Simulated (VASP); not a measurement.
Data:

```
CELL_PARAMETERS angstrom
      3.43577     0.00000     0.00000
      0.00000     3.43577     0.00000
      0.00000     0.00000     3.43577
ATOMIC_POSITIONS crystal
  Ba 0.00000 0.00000 0.00000
  S  0.50000 0.50000 0.50000
```

Method: PBEsol GGA, VASP's PBE PAW potentials (set 64) (plane waves; VASP). Numerical set-up: 500 eV cut-off, 8×8×8 Γ-centred mesh, Gaussian smearing of 0.050 eV, potentials Ba_sv S.

Unless said otherwise, spin-orbit coupling is left out, though it shifts the bands of the heavy elements here.

Problem. What does the run give for the energy per atom (σ→0), pressure, band gap (on the k-mesh) with the smallest direct gap where there is one?

Solution. 
| Quantity | Value |
|---|---|
| band gap (on the k-mesh) | 0.18 eV |
| smallest direct gap (on the k-mesh) | 0.18 eV |
| energy per atom (σ→0) | -4.682 eV/atom |
| pressure | 299.5 kbar |

The structure was generated: BaS was put into the CsCl type type (Pm-3m), which need not be its known phase. It was relaxed first under an external pressure of 30 GPa.
